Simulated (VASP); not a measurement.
```
BiSr2
1.0
   -2.51852     2.51852     8.95163
    2.51852    -2.51852     8.95163
    2.51852     2.51852    -8.95163
Sr Bi
4 2
Cartesian
  0.00000   2.51852   8.95163
  2.51852   0.00000   8.95163
  0.00000   0.00000   5.77318
  0.00000   0.00000  12.13009
  2.51852   2.51852  -6.53376
  0.00000   0.00000  15.48540
```

All values below come from PBEsol GGA, VASP's PBE PAW potentials (set 64) (plane waves; VASP). Run with 400 eV cut-off, Gaussian smearing of 0.050 eV, potentials Sr_sv Bi_d.

**Question.** Give the energies of bands 29 to 41 at the high-symmetry points, in eV from the Fermi level.

**Answer.** 
| band | Γ | X | P | N | M | S | R |
|---|---|---|---|---|---|---|---|
| 29 | -3.60 | -2.88 | -2.85 | -3.50 | -3.38 | -3.52 | -2.87 |
| 30 | -1.79 | -2.80 | -2.85 | -3.19 | -2.35 | -3.13 | -2.84 |
| 31 | -1.56 | -2.24 | -2.13 | -2.37 | -1.59 | -2.46 | -2.33 |
| 32 | -1.56 | -2.03 | -2.13 | -1.73 | -1.59 | -1.67 | -2.01 |
| 33 | -1.41 | -2.02 | -2.04 | -1.67 | -1.37 | -1.63 | -2.00 |
| 34 | -1.03 | -2.02 | -2.01 | -1.44 | -1.04 | -1.43 | -1.96 |
| 35 | -1.03 | -0.32 | -0.33 | -0.40 | -1.04 | -0.42 | -0.29 |
| 36 | 0.40 | 0.02 | 0.20 | 0.80 | 0.07 | 0.85 | 0.04 |
| 37 | 0.47 | 0.19 | 0.30 | 0.96 | 0.84 | 0.89 | 0.19 |
| 38 | 0.82 | 0.82 | 0.30 | 1.57 | 0.86 | 1.53 | 0.84 |
| 39 | 0.90 | 0.97 | 1.38 | 1.66 | 0.93 | 1.64 | 0.93 |
| 40 | 1.16 | 1.54 | 1.38 | 1.83 | 1.66 | 1.66 | 1.57 |
| 41 | 1.21 | 2.53 | 2.48 | 1.85 | 1.87 | 2.40 | 2.56 |

It has no gap at this level: it comes out as a metal or semimetal.

The structure comes from a computed database's Sr2Bi entry (I4/mmm); how it stands against other phases isn't given here. It was relaxed first.
